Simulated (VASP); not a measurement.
Write an ASE script for VASP 6.6.1 that does the following.

```yaml
Task: equation of state
Functional: revPBE
Dispersion: D3(BJ)
Potentials_or_basis: VASP PAW PBE potentials, release 64 (Zn, Mg, C)
Cutoff: 450 eV
k_mesh: 6 × 6 × 6
Occupations: fermi-dirac, width 0.02 eV
Spin: no spin polarisation
Further_INCAR_settings: ADDGRID = .TRUE.; ALGO = Normal; EDIFF = 1.00e-07
```

The structure of Mg3ZnC lies in Mg3ZnC.xyz:

```xyz
5
Lattice="4.4395070000 0.0814040000 -0.0682190000 0.0814040000 4.3978950000 0.0470680000 -0.0682190000 0.0470680000 4.3866490000" Properties=species:S:1:pos:R:3 pbc="T T T"
Zn     0.0000000000      0.0000000000      0.0000000000
Mg     2.1856440000      0.0642360000      2.1592150000
Mg     2.2604555000      2.2396495000     -0.0105755000
Mg     0.0065925000      2.2224815000      2.2168585000
C      2.2263460000      2.2631835000      2.1827490000
```

The cell comes from a database or a generator and needn't be the stable form of this composition.

The cell isn't the ideal one: cell strained at random at fixed volume.

The input as run:

run.py

```python
from ase.calculators.vasp import Vasp
from ase.eos import EquationOfState
from ase.io import Trajectory
from ase.io import read
from ase.units import GPa

atoms = read('Mg3ZnC.xyz')
calc = Vasp(
    directory='calc',
    xc='revpbe',
    pp='PBE',
    setups='recommended',
    prec='Accurate',
    encut=450,
    ediff=1e-07,
    ismear=-1,
    sigma=0.02,
    lreal=False,
    lasph=True,
    nelm=60,
    algo='Normal',
    isif=2,
    lwave=False,
    lcharg=False,
    ivdw=12,
    addgrid=True,
    kpts=[6, 6, 6],
    gamma=True,
)
atoms.calc = calc
cell = atoms.cell.copy()
volumes, energies = [], []
traj = Trajectory('eos.traj', 'w')
for x in [0.94, 0.96, 0.98, 1.0, 1.02, 1.04, 1.06]:
    atoms.set_cell(cell * x ** (1 / 3), scale_atoms=True)
    volumes.append(atoms.get_volume())
    energies.append(atoms.get_potential_energy())
    traj.write(atoms)
    print(f'{x:5.2f} {volumes[-1]:12.5f} {energies[-1]:14.6f}')

v0, e0, B = EquationOfState(volumes, energies, eos='murnaghan').fit()
print(f'V0 = {v0:.4f} A^3, E0 = {e0:.6f} eV, B = {B / GPa:.2f} GPa')
```

Potentials or basis: VASP PAW PBE potentials, release 64 (Zn, Mg, C).

Command:

```sh
$ python run.py
```

It gave:

| Quantity | Value |
| --- | --- |
| Equilibrium volume | 16.04 Å³/atom (rough: see the caveat) |
| Bulk modulus at fixed shape and positions | 70 GPa (rough) |

Caveat: the cutoff is under 1.25 times the usual one of these potentials, so pressure, stress and relaxed cells hold a basis-set (Pulay) error; the minimum lies outside the volumes run; the cell was scaled at fixed shape and fractional positions, which overstates the stiffness of a crystal with free parameters, most of all of layers and chains; the PAW data sets were made with another functional, which shifts forces and pressure a little.

It took 19 min on 1 thread of AMD EPYC 7R13 Processor (Zen 3) (shared host), peak memory 0.33 GiB.
